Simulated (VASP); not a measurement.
An input for Quantum ESPRESSO's pw.x (written as the equivalent of a VASP run, and not itself run):

```
&CONTROL
  calculation = 'vc-relax'
  pseudo_dir = './pseudo'
  outdir = './out'
  tprnfor = .true.
  tstress = .true.
  nstep = 40
  forc_conv_thr = 0.00078
/
&SYSTEM
  ibrav = 0
  nat = 2
  ntyp = 1
  ecutwfc = 78
  occupations = 'smearing'
  smearing = 'gaussian'
  degauss = 0.003675
  input_dft = 'pbesol'
/
&ELECTRONS
  conv_thr = 7.3e-08
  electron_maxstep = 100
/
&IONS
/
&CELL
  press = 100
/
ATOMIC_SPECIES
  Ge 72.630 Ge.upf
CELL_PARAMETERS angstrom
     0.0000000    2.7316258    2.7316258
     2.7316258    0.0000000    2.7316258
     2.7316258    2.7316258    0.0000000
ATOMIC_POSITIONS crystal
  Ge   0.0000000  0.0000000  0.0000000
  Ge   0.2500000  0.2500000  0.2500000
K_POINTS automatic
  8 8 8 0 0 0
```

Task: Translate this input to VASP (INCAR, KPOINTS, POSCAR, choice of POTCAR).

Result: Several could match; the one computed here: 
INCAR:
```
SYSTEM = Ge
PREC = Accurate
ENCUT = 500
EDIFF = 1E-6
NELM = 100
ALGO = Normal
LREAL = .FALSE.
LASPH = .TRUE.
ISMEAR = 0
SIGMA = 0.05
GGA = PS
LMAXMIX = 4
LWAVE = .FALSE.
LCHARG = .FALSE.
IBRION = 2
ISIF = 3
NSW = 40
EDIFFG = -0.02
PSTRESS = 100
```

### KPOINTS
```
Automatic mesh
0
Gamma
8 8 8
0 0 0
```

### POSCAR
```
Ge
1.0
  0.0000000000   2.7316257587   2.7316257587
  2.7316257587   0.0000000000   2.7316257587
  2.7316257587   2.7316257587   0.0000000000
Ge
2
Cart
  0.0000000000   0.0000000000   0.0000000000
  1.3658128793   1.3658128793   1.3658128793
```

POTCAR, in this order: Ge_d (PBE.64 set). Program: vasp_std.

The two are equivalent in intent, not identical: the potentials are each code's own (VASP's PAW set, PseudoDojo norm-conserving files in pw.x), so ENCUT and ecutwfc are chosen apart and not converted; conv_thr bounds pw.x's estimated SCF error, while EDIFF bounds the energy change between steps; forc_conv_thr acts on force components and is met together with etot_conv_thr.

The compound is Ge in the diamond structure. It was relaxed first under an external pressure of 10 GPa.
